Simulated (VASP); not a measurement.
Consider the following.

```yaml
crystal:
  lattice:
    - [-1.66011, 1.66011, 1.66011]
    - [1.66011, -1.66011, 1.66011]
    - [1.66011, 1.66011, -1.66011]
  atoms:
    - { symbol: Ta, position: [0.00000, 0.00000, 0.00000] }
```

These are PBE GGA with D3 dispersion (Becke-Johnson damping), VASP's PBE PAW potentials (set 64) (plane waves; VASP) values and carry that method's errors. Settings: 520 eV cut-off, 16×16×16 Γ-centred mesh, first-order Methfessel-Paxton smearing of 0.10 eV, potentials Ta_pv.

Unless said otherwise, spin-orbit coupling is left out, though it shifts the bands of the heavy elements here.

### Question
Predict the energy per atom (σ→0), pressure, band gap (on the k-mesh) with the smallest direct gap where there is one.

### Answer

The band gap (on the k-mesh) is none (metal, semimetal or under 0.01 eV) and the energy per atom (σ→0) is -12.460 eV/atom. The pressure comes out as -5.76 GPa.

The absolute energy has meaning only against runs of the same code, potentials and settings.

The compound is Ta in the bcc structure. This cell is one point of a volume scan, at 1.03 of the reference volume.
